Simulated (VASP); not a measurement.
An input for Ansatz (written as the equivalent of a VASP run, and not itself run):

Ansatz 0.2 input:
```yaml
crystal:
  lattice:
    - [1.3414892, -2.3235274, 0.0000000]
    - [1.3414892, 2.3235274, 0.0000000]
    - [0.0000000, 0.0000000, 4.3476940]
  atoms:
    - { symbol: Re, position: [0.3333330, 0.6666670, 0.2500000] }
    - { symbol: Re, position: [0.6666670, 0.3333330, 0.7500000] }
kpoints:
  mp_grid: { grid: [16, 16, 9] }
hamiltonian:
  xc: pbe
  pseudopotentials: { kind: paw }
scf:
  occupations: { method: methfessel_paxton, width: 0.1 }
  max_iter: 100
relax:
  max_steps: 40
  f_tol: 0.02
  cell: { p_target: 45 }
output: { forces: true, stress: true, eigenvalues: true }
```

Q: Write the VASP files for the same calculation (PBE).

A: Several could match; the one computed here: 
**KPOINTS**
```
K-points
0
Gamma
16 16 9
0 0 0
```

### INCAR
```
SYSTEM  =  Re
PREC  =  Accurate; ENCUT  =  500; LREAL  =  .FALSE.
LASPH  =  .TRUE.
EDIFF  =  1E-6; NELM  =  100; ALGO  =  Normal
LMAXMIX  =  6
ISMEAR  =  1; SIGMA  =  0.1
GGA  =  PE
IBRION  =  2; NSW  =  40; ISIF  =  3
EDIFFG  =  -0.02; PSTRESS  =  450
LWAVE  =  .FALSE.; LCHARG  =  .FALSE.
```

### POSCAR
```
Re
1.0
  1.3414892498  -2.3235274162   0.0000000000
  1.3414892498   2.3235274162   0.0000000000
  0.0000000000   0.0000000000   4.3476940030
Re
2
Direct
  0.3333330000   0.6666670000   0.2500000000
  0.6666670000   0.3333330000   0.7500000000
```

POTCAR, in this order: Re (PBE.64 set). Program: vasp_std.

What does not carry over: each code has its own PAW files, so the cut-off isn't converted (ENCUT is set for VASP's; basis.ecutwfc is left out, and Ansatz then takes the one that its files recommend); Ansatz stops its SCF on the density residual and VASP on the energy change (EDIFF).

The compound is Re in the hcp structure. This run relaxes it under an external pressure of 45 GPa. Symmetry was kept, so distortions that lower it aren't found.
